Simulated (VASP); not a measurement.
```
Ho
1.0
    1.79000    -3.10037     0.00000
    1.79000     3.10037     0.00000
    0.00000     0.00000     5.62000
Ho
2
Direct
  0.33333   0.66667   0.25000
  0.66667   0.33333   0.75000
```

All values below come from SCAN meta-GGA, VASP's PBE PAW potentials (set 64) (plane waves; VASP). Run with 520 eV cut-off, 11×11×6 Γ-centred mesh, first-order Methfessel-Paxton smearing of 0.10 eV, potentials Ho_3.

The 4f electrons are frozen in the core of the lanthanide potential, so 4f levels, which can set the real gap, and their magnetism are missing. Energy and stress use the plane-wave basis of the starting cell.

Problem. The ions, cell shape and volume are relaxed. Which structure does the run end with?

Solution. 
```
Ho
1.0
    1.78404    -3.09005     0.00000
    1.78404     3.09005     0.00000
    0.00000     0.00000     5.45315
Ho
2
Direct
  0.33333   0.66667   0.25000
  0.66667   0.33333   0.75000
```
Space group P6_3/mmc (194), at a tolerance of 0.03 Å.

Problem. How do energy and volume change from the first to the last step?

Solution. The energy (σ→0) changes by -6.9 meV/atom and the volume by -3.6 %, in 7 ionic steps.

| step | E(σ→0) (eV) | max force (eV/Å) | pressure (GPa) | volume (Å³) |
|---|---|---|---|---|
| 1 | -98.0146 | 0.000 | -1.54 | 62.38 |
| 2 | -98.0258 | 0.000 | 0.42 | 59.71 |
| 3 | -98.0264 | 0.000 | 0.01 | 60.20 |
| 4 | -98.0262 | 0.000 | 0.22 | 59.94 |
| 5 | -98.0283 | 0.000 | 0.08 | 60.08 |
| 6 | -98.0284 | 0.000 | 0.04 | 60.11 |
| 7 | -98.0284 | 0.000 | 0.03 | 60.12 |

The compound is Ho in the hcp structure. This run relaxes it. Symmetry was kept, so distortions that lower it aren't found.
